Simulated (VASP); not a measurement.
Set up this calculation in VASP 6.6.1, as the native input.

* Task: relaxation of cell and atoms
* Functional: PBE
* Potentials or basis: VASP PAW PBE potentials, release 64 (Ta_pv, Sn_d)
* Cutoff: 520 eV
* k mesh: 7 × 7 × 4
* Occupations: gaussian, width 0.15 eV
* Spin: no spin polarisation
* Further INCAR settings: PREC = Normal; ALGO = Fast; EDIFF = 0.0001; IBRION = 2; EDIFFG = -0.08; NSW = 24; ISIF = 3

The structure of TaSn lies in POSCAR:

```
TaSn
1.0
    3.4997277000      0.0000000000      0.0000000000
   -1.7498638500      3.0308530900      0.0000000000
    0.0000000000      0.0000000000      5.5941061800
Ta Sn
1 1
Direct
    0.0000000000      0.0000000000      0.5000000000
    0.6666666700      0.3333333300      0.0000000000
```

The cell was built by a generator and needn't be a form met in nature.

These files were run (other wordings do the same):

INCAR

```
PREC = Normal
ENCUT = 520
EDIFF = 1E-4
ISMEAR = 0
SIGMA = 0.15
LREAL = F
LASPH = T
NELM = 60
ALGO = Fast
ISIF = 3
LWAVE = F
LCHARG = F
GGA = PE
IBRION = 2
NSW = 24
EDIFFG = -0.08
```

KPOINTS

```
regular mesh
0
Gamma
  7 7 4
```

Potentials or basis: VASP PAW PBE potentials, release 64 (Ta_pv, Sn_d).

Command:

```bash
$ cat potpaw_PBE.64/Ta_pv/POTCAR potpaw_PBE.64/Sn_d/POTCAR > POTCAR
$ mpirun -np 1 vasp_std > vasp.out
```

Results of the run:

```yaml
Relaxed_volume: 20.13 Å³/atom
Relaxed_cell: a = 3.170 Å, b = 3.170 Å, c = 4.625 Å, α = 90.00°, β = 90.00°, γ = 120.00°
Space_group_after_relaxing_to_0.05_Å: P-6m2 (No. 187)
Energy_gained_by_relaxing: 979.8 meV/atom
Ionic_steps: 8
Pressure_after_relaxing: 0.2 GPa
Band_gap_on_the_k_mesh: none (metal or under the smearing width)
```

Caveat: the volume moved by over 15 % at a fixed basis, so the end points are rough.

It took 36 s on 1 thread of AMD EPYC 9R14 (Zen 4), on a shared host, peak memory 0.13 GiB.
